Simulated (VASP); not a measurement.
The system is Ga2PN.

```
CELL_PARAMETERS angstrom
3.57000 0.00000 0.00000
0.00000 3.57000 0.00000
0.00000 0.00000 10.10000
ATOMIC_POSITIONS crystal
Ga 0.50000 0.50000 0.30500
Ga 0.50000 0.50000 0.69500
Ga 0.00000 0.00000 0.50000
Ga 0.00000 0.00000 0.00000
P 0.50000 0.00000 0.84500
P 0.00000 0.50000 0.15500
N 0.50000 0.00000 0.40000
N 0.00000 0.50000 0.60000
```

The cell was built by a generator and needn't be a form met in nature.

- Program: VASP 6.6.1
- Task: relaxation of cell and atoms
- Functional: PBE
- Potentials or basis: VASP PAW PBE potentials, release 64 (Ga_d, P, N)
- Cutoff: 520 eV
- k mesh: 4 × 4 × 2
- Occupations: gaussian, width 0.15 eV
- Spin: no spin polarisation

At the start: pressure -1.0 GPa; volume 16.09 Å³/atom.

Question: Where does the relaxation end?

Answer: Over 6 steps the energy falls by 23.4 meV/atom and the volume is 15.86 Å³/atom (-1.4 %); space group P-4m2 (No. 115, to 0.05 Å).

The path:
```tsv
step	energy change (eV)	largest force (eV/Å)	pressure (GPa)	volume (Å³)
1	0.0000	0.9869	-0.97	128.72
2	-0.1489	0.4363	0.12	126.90
3	-0.1633	0.3808	0.41	126.21
4	-0.1834	0.1444	0.14	126.75
5	-0.1837	0.1698	0.00	126.81
6	-0.1872	0.0655	0.00	126.91
```

Final structure:
```yaml
crystal:
  lattice:
    - [3.60490, 0.00000, 0.00000]
    - [0.00000, 3.60490, 0.00000]
    - [0.00000, 0.00000, 9.76559]
  atoms:
    - { symbol: Ga, position: [0.50000, 0.50000, 0.29765] }
    - { symbol: Ga, position: [0.50000, 0.50000, 0.70235] }
    - { symbol: Ga, position: [0.00000, 0.00000, 0.50000] }
    - { symbol: Ga, position: [0.00000, 0.00000, 0.00000] }
    - { symbol: P, position: [0.50000, 0.00000, 0.85167] }
    - { symbol: P, position: [0.00000, 0.50000, 0.14833] }
    - { symbol: N, position: [0.50000, 0.00000, 0.40278] }
    - { symbol: N, position: [0.00000, 0.50000, 0.59722] }
```

Caveat: the k mesh is coarse (spacing up to 0.44 Å⁻¹), so the values aren't converged.
